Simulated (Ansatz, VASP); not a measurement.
**Cross-check of InP between VASP and Ansatz**

One calculation is typed for both programs; each brings its own data sets. How far apart do they land? The cell is taken from a series of runs on this material, whose earlier steps may have relaxed, scaled, displaced or heated it; both programs get it as it stands.

Main program and level: Ansatz 0.2.0; plane waves, with VASP 6.6.1 beside it; relaxation of cell and atoms at PBE.

### 1. Set-up

Symmetry: F-43m, No. 216, cubic system. The conventional cell has a = 5.962 Å, b = 5.962 Å, c = 5.962 Å, α = 90.00°, β = 90.00°, γ = 90.00°. Nearest to In lie 4 P at 2.58 Å. P has 4 In at 2.58 Å nearest. Farther neighbours are not listed.

### 2. Ansatz: relaxation of cell and atoms, PBE

Ansatz runs on norm-conserving files, of PseudoDojo where its log says so.

The relaxed volume is the usual yardstick between codes: in a stiff, nearly cubic crystal its relative difference is about their pressure difference at one cell divided by the bulk modulus.

input.yaml

```yaml
crystal:
  lattice:
    - [0.0, 2.9807774954, 2.9807774954]
    - [2.9807774954, 0.0, 2.9807774954]
    - [2.9807774954, 2.9807774954, 0.0]
  atoms:
    - { symbol: In, position: [0.0, 0.0, 0.0] }
    - { symbol: P, position: [0.25, 0.25, 0.25] }
kpoints:
  mp_grid: { grid: [10, 10, 10] }
hamiltonian:
  xc: pbe
  pseudopotentials: { kind: nc, accuracy: standard }
scf:
  occupations: { method: gaussian, width: 0.02 }
output:
  forces: true
  stress: true
  eigenvalues: true
  write_density: true
  write_potential: true
  elf: true
  volumetric_format: npy
relax:
  adjacent_minimum: "off"
  f_tol: 0.005
  max_steps: 80
  cell: { stress_tol: 0.05 }
```

Started as:

```
$ ansatz run input.yaml --threads 4 --pin off --max-ram 7168MiB --backend cpu --events-out ev --progress --plain --runs-dir out
```

Numbers of over 12 decimals in the logs are rounded to 6 here.

Output:

```text
Engine: ansatz 0.2.0, x86_64-unknown-linux-gnu
Pseudopotentials: kind: nc
Pseudopotential: In, nc, valence charge 13, recommended cutoff 952.398519 eV (normal), In.nc.azcp (PseudoDojo's, or run here from an input of PseudoDojo's; its table is named by hamiltonian.pseudopotentials.accuracy)
Pseudopotential: P, nc, valence charge 5, recommended cutoff 598.650497 eV (normal), P.nc.azcp (PseudoDojo's, or run here from an input of PseudoDojo's; its table is named by hamiltonian.pseudopotentials.accuracy)
Functional definition: PBE
  parameter kappa = 0.804
  parameter beta = 0.066725
  exchange = pbe_x(kappa = kappa, mu = beta*pi^2/3)
  correlation = pbe_c(beta = beta)
Crystal: 2 atoms, lattice volume = 52.969 Å³
Basis set: ecut = 952.398519 eV, 3527 PW (Γ), exchange–correlation on 90×90×90 points (8 copies of the dense FFT grid, shifted against one another)
Bands: 13, of which v1, the nominal top of the filled ones, is band 9 counted from 1 (8 counted from 0)
Symmetry: 24 space group operations
Space group: F-43m (ITA 216), of the structure as read, at distance tolerance 3.8e-5 Å
k-points: 47 of 1000 (time reversal used)
Non-local potential: In, projectors of the file, l = 0: 2, l = 1: 2, l = 2: 2
Non-local potential: P, projectors of the file, l = 0: 2, l = 1: 2, l = 2: 2
Initial density: superposition of atomic densities (chi_scale 0.1, normalization cell, long waves kept (reshape's long-wave potential 0.00 eV rms))
Initial wavefunctions: pseudopotential atomic-orbital guess
Functional: x = pbe(κ = 0.804, μ = 0.219515), c = pbe(β = 0.066725)
SCF iter   1: F=—  HF=-1997.372357 eV  |F-HF|=—  |Δ(HF+E_count)|=         —  Δρ=3.13e-2  dr2=8.30e-1  ethr=3.10e-3  ⟨swp⟩=6.5  Hψ=4238  notcnv=0
preconditioner: auto → none  [insulator: Δε(μ)=0.714 eV  Ē_g=14.315 eV  σ=0.020 eV  W_gap=1.00  n_scr=14 (ndim 8)  ℏωp=21.6 eV  f_vac=0.000  D(μ)=0.00/eV (n_scr^D=0)  ε∞_Penn≈3.3]
SCF iter   2: F=—  HF=-1997.177879 eV  |F-HF|=—  |Δ(HF+E_count)|=   1.94e-1  Δρ=1.39e-2  dr2=7.96e-2  ethr=3.10e-3  ⟨swp⟩=3.3  Hψ=1488  notcnv=0
SCF iter   3: F=—  HF=-1997.170867 eV  |F-HF|=—  |Δ(HF+E_count)|=   7.01e-3  Δρ=6.13e-3  dr2=1.43e-2  ethr=4.42e-4  ⟨swp⟩=2.6  Hψ=952  notcnv=0
SCF iter   4: F=—  HF=-1997.171660 eV  |F-HF|=—  |Δ(HF+E_count)|=   7.93e-4  Δρ=4.18e-4  dr2=5.58e-5  ethr=7.97e-5  ⟨swp⟩=2.9  Hψ=967  notcnv=0
SCF iter   5: F=—  HF=-1997.171806 eV  |F-HF|=—  |Δ(HF+E_count)|=   1.46e-4  Δρ=1.73e-4  dr2=9.60e-6  ethr=3.10e-7  ⟨swp⟩=3.5  Hψ=1330  notcnv=0
SCF iter   6: F=—  HF=-1997.171803 eV  |F-HF|=—  |Δ(HF+E_count)|=   2.30e-6  Δρ=3.94e-5  dr2=4.21e-7  ethr=5.33e-8  ⟨swp⟩=2.2  Hψ=1000  notcnv=0
SCF iter   7: F=-1997.171804 eV  HF=-1997.171804 eV  |F-HF|=1.87e-8  |Δ(HF+E_count)|=   5.92e-7  Δρ=5.77e-6  dr2=1.25e-8  ethr=5.56e-10  ⟨swp⟩=18.3  Hψ=6859  notcnv=0
SCF 1 converged in 7 iterations: F = -1997.171804 eV  dr2 = 1.25e-8
  Residual-converged pass: ⟨swp⟩=1.1  Hψ=803  notcnv=0  max |occ|·‖R‖ = 7.1e-9 eV (tolerance 1.0e-8 eV)  dr2=1.25e-8  max |Δocc| = 2.1e-59
relax step   1: F+E_penalty+E_count = -1997.17180392 eV  Δ(F+E_penalty+E_count) = +0.000e0 eV  max|allowed force component| = 3.331e-16 eV/Å  Δτ_max = 0.0000 Å  P = +0.005 GPa  Ω = 52.969 Å³  (7 SCF iters, dr2 threshold 1.00e-7 eV, accepted)
Initial density: handed on by an earlier stage of this run
Initial wavefunctions: pseudopotential atomic-orbital guess (no wavefunctions were taken with the density)
iter 1 solved again at ethr=2.37e-7 eV; its pass at ethr=3.10e-3 eV (dr2=4.27e-5 eV) is discarded
SCF iter   1: F=—  HF=-1997.171755 eV  |F-HF|=—  |Δ(HF+E_count)|=         —  Δρ=5.89e-6  dr2=1.23e-8  ethr=2.37e-7  ⟨swp⟩=5.4  Hψ=7007  notcnv=0
eigensolver tolerance schedule: the retry pair's looser diagonalisation over-reported the residual by 3470.75 of it (diagonalisation noise at 0.36 of the residual, at the tolerance the schedule requests for it); recorded, not acted on — ethr = c·dr2/N_el stays at c = 1.0e-1
preconditioner: auto → none  [insulator: Δε(μ)=0.431 eV  Ē_g=14.556 eV  σ=0.020 eV  W_gap=1.00  n_scr=14 (ndim 8)  ℏωp=21.6 eV  f_vac=0.020  D(μ)=0.00/eV (n_scr^D=0)  ε∞_Penn≈3.2]
SCF iter   2: F=—  HF=-1997.171804 eV  |F-HF|=—  |Δ(HF+E_count)|=   4.91e-5  Δρ=2.54e-6  dr2=3.21e-9  ethr=6.83e-11  ⟨swp⟩=5.1  Hψ=1933  notcnv=0
SCF iter   3: F=—  HF=-1997.171804 eV  |F-HF|=—  |Δ(HF+E_count)|=   7.93e-9  Δρ=8.68e-7  dr2=2.96e-10  ethr=1.78e-11  ⟨swp⟩=2.4  Hψ=908  notcnv=0
SCF iter   4: F=-1997.171804 eV  HF=-1997.171804 eV  |F-HF|=6.14e-12  |Δ(HF+E_count)|=  2.75e-10  Δρ=1.43e-7  dr2=5.12e-12  ethr=1.00e-12  ⟨swp⟩=9.5  Hψ=5172  notcnv=0
SCF 2 converged in 4 iterations: F = -1997.171804 eV  dr2 = 5.12e-12
relax step   2: F+E_penalty+E_count = -1997.17180393 eV  Δ(F+E_penalty+E_count) = -5.281e-9 eV  max|allowed force component| = 3.331e-16 eV/Å  Δτ_max = 0.0000 Å  P = +0.005 GPa  Ω = 52.969 Å³  stress off target by 5.00e-3 GPa  SCF on the basis re-selected at this cell (its energy is not comparable with the rows above)  (4 SCF iters)
basis re-selected at this cell: Δ(F+E_penalty+E_count) = -5.281e-9 eV, ΔP = -0.000 GPa vs the last step (what re-selecting the basis moved, of the pressure what is left beyond the Pulay correction that the steps carried, after the strain that the cell walked since its last selection, with what the two solves' SCF thresholds leave and, on support functions, any second-order correction that the steps lacked; it is no m [...]
SCF converged after 4 iterations
Free energy (F): -1997.171804 eV
Harris-Foulkes:  -1997.171804 eV  (|F-HF|=6.14e-12)
Internal energy: -1997.171804 eV  (E = F + TS)
E sigma→0 (E₀):  -1997.171804 eV
Fermi energy:    6.720301 eV
--- Per-component energies (eV) ---
  E_band       = -59.357724
  E_kinetic    = 1207.825587
  E_local      = -1539.198254  (includes V_loc(G=0)·N_el)
  E_nonlocal   = -376.628377
  E_hartree    = 512.075597
  E_xc         = -601.128052
  E_vxc        = -375.507891  (∫ρ·V_xc dr)
  E_ewald      = -1200.118304
  E_smearing   = -0.000000  (= −TS)
  E_closure    = -0.000000  (closes the sum)
  Σ components = -1997.171804   (vs F -1997.171804, Δ=0.00e0)
--- Forces (eV/Å), atoms counted from 1 ---
  atom   1  In     0.00000000    -0.00000000     0.00000000
  atom   2  P     -0.00000000     0.00000000    -0.00000000
  max |Σ_I F_I| component: 7.40e-17 eV/Å
--- Stress (GPa, compression-positive) ---
        0.005003      -0.000000      -0.000000
       -0.000000       0.005003       0.000000
       -0.000000       0.000000       0.005003
  P = ⅓ Tr σ = 0.0050 GPa (0.050 kbar)
--- Band table (eV; the first three rows and the last of 47) ---
  k-point 0: bands = [... 5 lower, -4.6771, 6.5040, 6.5040, 6.5040, 6.9355, 10.5927, 10.5927, 10.5927]
  k-point 1: bands = [... 5 lower, -4.5718, 5.3128, 6.3907, 6.3907, 7.7950, 10.6376, 10.7675, 10.7675]
  k-point 2: bands = [... 5 lower, -4.2694, 3.8565, 6.1315, 6.1315, 8.1711, 11.1224, 11.1224, 11.1895]
  k-point 46: bands = [... 5 lower, -2.4699, 1.0924, 3.8110, 3.8607, 10.2970, 10.3879, 12.5217, 13.0420]
--- Relaxed structure (1 steps of the walk, 1 accepted, 1 SCFs on fresh bases) ---
  F+E_penalty+E_count = -1997.17180393 eV   max|allowed force component| = 3.331e-16 eV/Å   (the final SCF, on the basis selected at the relaxed cell)
  cell:  # Å, volume = 52.9686 Å³
    - [0.0, 2.9807774954, 2.9807774954]
    - [2.9807774954, 0.0, 2.9807774954]
    - [2.9807774954, 2.9807774954, 0.0]
  atoms:
    - { symbol: In, position: [0.0, 0.0, 0.0] }
    - { symbol: P, position: [0.25, 0.25, 0.25] }
```

The column dr2 measures how far the density is from self-consistency, as an energy; F and HF (Harris–Foulkes) agree once it is small.

### 3. VASP: relaxation of cell and atoms, PBE

The same cell, functional, mesh and smearing now go to VASP, with its own data sets.

Lines of VASP's logs that name or quote its potential files are left out, and so is its time.

INCAR

```
SYSTEM = InP
PREC = Accurate
ENCUT = 500
EDIFF = 1E-07
NELM = 120
ISMEAR = 0
SIGMA = 0.02
LREAL = .FALSE.
ALGO = Normal
GGA = PE
NBANDS = 15
LORBIT = 11
LWAVE = .FALSE.
LCHARG = .FALSE.
ISIF = 3
IBRION = 2
NSW = 80
EDIFFG = -0.005
LASPH = .TRUE.
GGA_COMPAT = .FALSE.
NELMIN = 4
EFERMI = MIDGAP
KPAR = 2
```

POSCAR

```
InP
1.0
    0.0000000000      2.9807770000      2.9807770000
    2.9807770000      0.0000000000      2.9807770000
    2.9807770000      2.9807770000      0.0000000000
In P
1 1
Direct
    0.0000000000      0.0000000000      0.0000000000
    0.2500000839      0.2500000839      0.2500000839
```

KPOINTS

```
Automatic mesh
0
Gamma
10 10 10
0 0 0
```

The projector-augmented-wave data sets are In_d and P (PBE family, release 64).

Started as:

```
$ mpirun -np 2 vasp_std
```

Output:

```text
[banner, memory and clock lines left out]
running    2 mpi-ranks, on    1 nodes
 distrk:  each k-point on    1 cores,    2 groups
 distr:  one band on    1 cores,    1 groups

 POSCAR found type information on POSCAR InP
 POSCAR found :  2 types and       2 ions
 LDA part: xc-table for (Slater+PW92), standard interpolation
 POSCAR, INCAR and KPOINTS ok, starting setup
 FFT: planning ... GRIDC
 FFT: planning ... GRID_SOFT
 FFT: planning ... GRID
 WAVECAR not read
 entering main loop
       N       E                     dE             d eps       ncg     rms          rms(c)
DAV:   1     0.112605687552E+03    0.11261E+03   -0.83042E+03  1417   0.128E+03
DAV:   2    -0.707545035100E+00   -0.11331E+03   -0.10874E+03  1529   0.307E+02
DAV:   3    -0.858419450149E+01   -0.78766E+01   -0.78322E+01  1844   0.813E+01
DAV:   4    -0.879893991044E+01   -0.21475E+00   -0.21465E+00  1828   0.145E+01
DAV:   5    -0.880834404959E+01   -0.94041E-02   -0.94039E-02  2118   0.263E+00    0.525E+00
DAV:   6    -0.843011549884E+01    0.37823E+00   -0.64804E-01  2245   0.130E+01    0.318E+00
DAV:   7    -0.840656251398E+01    0.23553E-01   -0.15586E-01  1970   0.308E+00    0.121E+00
DAV:   8    -0.840714571803E+01   -0.58320E-03   -0.13913E-02  1852   0.147E+00    0.291E-01
DAV:   9    -0.840784862794E+01   -0.70291E-03   -0.15658E-03  1802   0.479E-01    0.163E-01
DAV:  10    -0.840796014288E+01   -0.11151E-03   -0.20322E-04  2189   0.139E-01    0.111E-01
DAV:  11    -0.840802956468E+01   -0.69422E-04   -0.72578E-05  1627   0.667E-02    0.186E-02
DAV:  12    -0.840803328148E+01   -0.37168E-05   -0.13782E-05  1858   0.558E-02    0.148E-02
DAV:  13    -0.840803362327E+01   -0.34179E-06   -0.99945E-07  1655   0.690E-03    0.127E-02
DAV:  14    -0.840803399368E+01   -0.37041E-06   -0.51882E-07  1634   0.636E-03    0.176E-03
DAV:  15    -0.840803394401E+01    0.49668E-07   -0.19024E-08  1202   0.104E-03
   1 F= -.84080339E+01 E0= -.84080339E+01  d E =-.840803E+01
 curvature:   0.00 expect dE= 0.000E+00 dE for cont linesearch  0.000E+00
 trial: gam= 0.00000 g(F)=  0.317E-42 g(S)=  0.852E-04 ort = 0.000E+00 (trialstep = 0.100E+01)
 search vector abs. value=  0.852E-04
 bond charge predicted
       N       E                     dE             d eps       ncg     rms          rms(c)
DAV:   1    -0.840904629519E+01   -0.10123E-02   -0.23348E-02  1767   0.299E+00    0.210E-01
DAV:   2    -0.840819985135E+01    0.84644E-03   -0.16369E-03  1760   0.940E-01    0.737E-02
DAV:   3    -0.840805888903E+01    0.14096E-03   -0.40058E-04  1893   0.425E-01    0.444E-02
DAV:   4    -0.840806031718E+01   -0.14281E-05   -0.21562E-05  1522   0.436E-02    0.339E-02
DAV:   5    -0.840806136684E+01   -0.10497E-05   -0.22273E-06  1708   0.145E-02    0.133E-02
DAV:   6    -0.840806320706E+01   -0.18402E-05   -0.93120E-07  2164   0.111E-02    0.207E-03
DAV:   7    -0.840806277554E+01    0.43152E-06   -0.94244E-08  1035   0.398E-03    0.358E-04
DAV:   8    -0.840806275167E+01    0.23866E-07   -0.33999E-08   810   0.337E-03
   2 F= -.84080628E+01 E0= -.84080628E+01  d E =-.288077E-04
 trial-energy change:   -0.000029  1 .order   -0.000024   -0.000085    0.000037
 step:   0.7420(harm=  0.6996)  dis= 0.00000  next Energy=    -8.408067 (dE=-0.335E-04)
 bond charge predicted
       N       E                     dE             d eps       ncg     rms          rms(c)
DAV:   1    -0.840813317260E+01   -0.70397E-04   -0.15545E-03  1767   0.774E-01    0.538E-02
DAV:   2    -0.840807891422E+01    0.54258E-04   -0.10840E-04  1753   0.241E-01    0.190E-02
DAV:   3    -0.840806882669E+01    0.10088E-04   -0.26841E-05  1872   0.110E-01    0.114E-02
DAV:   4    -0.840806851470E+01    0.31200E-06   -0.14474E-06  1536   0.113E-02    0.876E-03
DAV:   5    -0.840806737354E+01    0.11412E-05   -0.14607E-07  1501   0.375E-03    0.345E-03
DAV:   6    -0.840806680644E+01    0.56709E-06   -0.46892E-08   950   0.287E-03    0.481E-04
DAV:   7    -0.840806688327E+01   -0.76830E-07   -0.20435E-08   768   0.261E-03
   3 F= -.84080669E+01 E0= -.84080669E+01  d E =-.329393E-04
 curvature:  -0.34 expect dE=-0.129E-06 dE for cont linesearch -0.129E-06
 trial: gam= 0.00000 g(F)=  0.899E-41 g(S)=  0.376E-06 ort =-0.566E-05 (trialstep = 0.948E+00)
 search vector abs. value=  0.376E-06
 reached required accuracy - stopping structural energy minimisation
```

Parts of OUTCAR (step 3):

```text
ion  position               nearest neighbor table
   1  0.000  0.000  0.000-   2 2.58   2 2.58   2 2.58   2 2.58
   2  0.250  0.250  0.250-   1 2.58   1 2.58   1 2.58   1 2.58

  LATTYP: Found a face centered cubic cell.
 ALAT       =     5.9615540000

 Subroutine GETGRP returns: Found 24 space group operations
 (whereof 24 operations were pure point group operations)

The static configuration has the point symmetry T_d .

 Found     47 irreducible k-points:

   k-points           NKPTS =     47   k-points in BZ     NKDIM =     47   number of bands    NBANDS=     15

   dimension x,y,z NGX =    32 NGY =   32 NGZ =   32
   dimension x,y,z NGXF=    64 NGYF=   64 NGZF=   64

   ENCUT  =  500.0 eV  36.75 Ry    6.06 a.u.   7.69  7.69  7.69*2*pi/ulx,y,z

   NELECT =      18.0000    total number of electrons

 k-points in reciprocal lattice and weights: Automatic mesh
   0.00000000  0.00000000  0.00000000       0.001
   0.10000000  0.00000000  0.00000000       0.008
   0.20000000  0.00000000  0.00000000       0.008
   0.30000000  0.00000000  0.00000000       0.008
   0.40000000  0.00000000  0.00000000       0.008
   0.50000000  0.00000000  0.00000000       0.004
   0.10000000  0.10000000  0.00000000       0.006
   0.20000000  0.10000000  0.00000000       0.024
   0.30000000  0.10000000  0.00000000       0.024
[...]
-0.30000000  0.40000000  0.20000000       0.024
  -0.30000000  0.50000000  0.20000000       0.012

 average (electrostatic) potential at core
       1 -96.1170       2 -83.2226

 E-fermi :   4.8867

 k-point     1 :       0.0000    0.0000    0.0000
  band No.  band energies     occupation
    ...
      5      -9.3023      2.00000
      6      -6.5270      2.00000
      7       4.6648      2.00000
      8       4.6648      2.00000
      9       4.6648      2.00000
     10       5.1086      0.00000
     11       8.7546      0.00000
     12       8.7546      0.00000
     13       8.7546      0.00000
     14      13.0215      0.00000
    ...

 k-point     2 :       0.1000    0.0000    0.0000
  band No.  band energies     occupation
    ...
      5      -9.3022      2.00000
      6      -6.4209      2.00000
      7       3.4777      2.00000
      8       4.5511      2.00000
      9       4.5511      2.00000
     10       5.9627      0.00000
     11       8.7979      0.00000
     12       8.9298      0.00000
     13       8.9298      0.00000
     14      13.5714      0.00000
    ...

 k-point     3 :       0.2000    0.0000    0.0000
  band No.  band energies     occupation
    ...
      5      -9.3013      2.00000
      6      -6.1166      2.00000
      7       2.0193      2.00000
      8       4.2908      2.00000
      9       4.2909      2.00000
     10       6.3378      0.00000
     11       9.2859      0.00000
     12       9.2859      0.00000
     13       9.3475      0.00000
     14      13.1690      0.00000
    ...

  Total        0.0022804      0.0022804      0.0022804      0.0000000      0.0000000      0.0000000
  in kB        0.0691035      0.0691035      0.0691035      0.0000000      0.0000000      0.0000000
  external PRESSURE =       0.0691035 kB  Pullay stress =       0.0000000 kB

  energy-cutoff  :      500.00
  volume of cell :       52.87
      direct lattice vectors                 reciprocal lattice vectors
    -0.000000000  2.978946269  2.978946269    -0.167844585  0.167844585  0.167844585
     2.978946269  0.000000000  2.978946269     0.167844585 -0.167844585  0.167844585
     2.978946269  2.978946269  0.000000000     0.167844585  0.167844585 -0.167844585

 POSITION                                       TOTAL-FORCE (eV/Angst)
 -----------------------------------------------------------------------------------
      0.00000      0.00000      0.00000         0.000000      0.000000      0.000000
      1.48947      1.48947      1.48947        -0.000000     -0.000000     -0.000000
 -----------------------------------------------------------------------------------
    total drift:                               -0.000099     -0.000099     -0.000099

  FREE ENERGIE OF THE ION-ELECTRON SYSTEM (eV)
  ---------------------------------------------------
  free  energy   TOTEN  =        -8.4080668833 eV

  energy  without entropy=       -8.4080668833  energy(sigma->0) =       -8.40806688

 reached required accuracy - stopping structural energy minimisation

 total charge
# of ion       s       p       d       tot
------------------------------------------
    1        0.826   0.717   9.893  11.437
    2        1.034   1.468   0.000   2.502
--------------------------------------------------
tot          1.860   2.185   9.893  13.939

[... 3 further parts left out ...]
```

### 4. Differences

Known differences besides the potentials themselves: the cutoff is 952.399 eV in Ansatz and 500 eV in VASP; Ansatz adds a Pulay correction to the stress that steers its cell, VASP none. Total energies have different zeros and are not compared.

Both answers:

```tsv
quantity	Ansatz	VASP	difference
volume (Å³)	52.97	52.87	+0.18 %
edge a after relaxation, in the typed setting (Å)	4.215	4.213	+0.06 %
```

### 5. Summary of results

```
difference in volume (relaxation of cell and atoms, PBE) : 0.18 %
```

What this shows: The difference in volume is 0.18 % (relaxation of cell and atoms, PBE), within the 1.2 % picked in this series as the mark of a large difference, as far as the stopping tolerances let one tell. How closely two codes agree says nothing of how well the functional describes the real material.

[Lines on the potential files, build, host, timing and source positions are cut from VASP's logs without a mark.]

[Logs are printed without paths, hosts, clocks, repeated set-up lines and the standing remarks that a program may print on its own settings, such as how far it seeks lower states.]

[Hosts, paths, dates, database ids (printed as entryN), source tags and the programs' standing remarks are cut or masked in the printed files.]
